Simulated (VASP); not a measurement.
Calculation: MS2 meta-GGA, VASP's PBE PAW potentials (set 64) (plane waves; VASP 6.6.1).

A VASP calculation is set up with these files.

**INCAR**
```
SYSTEM = CsPbCl3
LWAVE = .FALSE.
LMIXTAU = .TRUE.
LMAXMIX = 4
ISIF = 2
LORBIT = 11
NELM = 100
LREAL = .FALSE.   ! projection in real space or not
METAGGA = MS2
PREC = Accurate
ISMEAR = -5
EDIFF = 1E-7   ! SCF stop (eV)
LASPH = .TRUE.   ! aspherical one-centre terms
NEDOS = 601   ! DOS grid
LEFG = .TRUE.
LCHARG = .FALSE.
ENCUT = 520   ! plane-wave cut-off (eV)
ALGO = Normal
```

File KPOINTS:
```
kpoints
0
gamma
 5 5 5
0 0 0
```

### POSCAR
```
CsPbCl3
1.0
  5.6703035372   0.0000000000   0.0000000000
  0.0000000000   5.6703035372   0.0000000000
  0.0000000000   0.0000000000   5.6703035372
Cs Pb Cl
1 1 3
Direct
  0.0000000000   0.0000000000   0.0000000000
  0.5000000000   0.5000000000   0.5000000000
  0.5000000000   0.0000000000   0.5000000000
  0.0000000000   0.5000000000   0.5000000000
  0.5000000000   0.5000000000   0.0000000000
```

### KPOINTS_OPT
```
k-points along high-symmetry lines
10
Line-mode
Reciprocal
  0.000000   0.000000   0.000000 ! GAMMA
  0.000000   0.500000   0.000000 ! X

  0.000000   0.500000   0.000000 ! X
  0.500000   0.500000   0.000000 ! M

  0.500000   0.500000   0.000000 ! M
  0.000000   0.000000   0.000000 ! GAMMA

  0.000000   0.000000   0.000000 ! GAMMA
  0.500000   0.500000   0.500000 ! R

  0.500000   0.500000   0.500000 ! R
  0.000000   0.500000   0.000000 ! X

  0.500000   0.500000   0.500000 ! R
  0.500000   0.500000   0.000000 ! M
```

POTCAR, in this order: Cs_sv Pb_d Cl (PBE.64 set). Program: vasp_std.

Unless said otherwise, spin-orbit coupling is left out, though it shifts the bands of the heavy elements here.

Predict the energy per atom (σ→0), band gap (over mesh and band path).

* **energy per atom (σ→0)**: -1.458 eV/atom
* **band gap (over mesh and band path)**: 2.23 eV

**OSZICAR**
```
...
DAV:  23    -0.729233756691E+01    0.48460E-07   -0.10877E-08   362   0.135E-03
   1 F= -.72923376E+01 E0= -.72923376E+01  d E =0.000000E+00
       N       E                     dE             ncg
       N       E                     dE             ncg
       N       E                     dE             ncg
       N       E                     dE             ncg
       N       E                     dE             ncg
       N       E                     dE             ncg
```

The compound is CsPbCl3 in the cubic perovskite structure, the ideal cubic form; the compound distorts at low or room temperature. It was relaxed first.
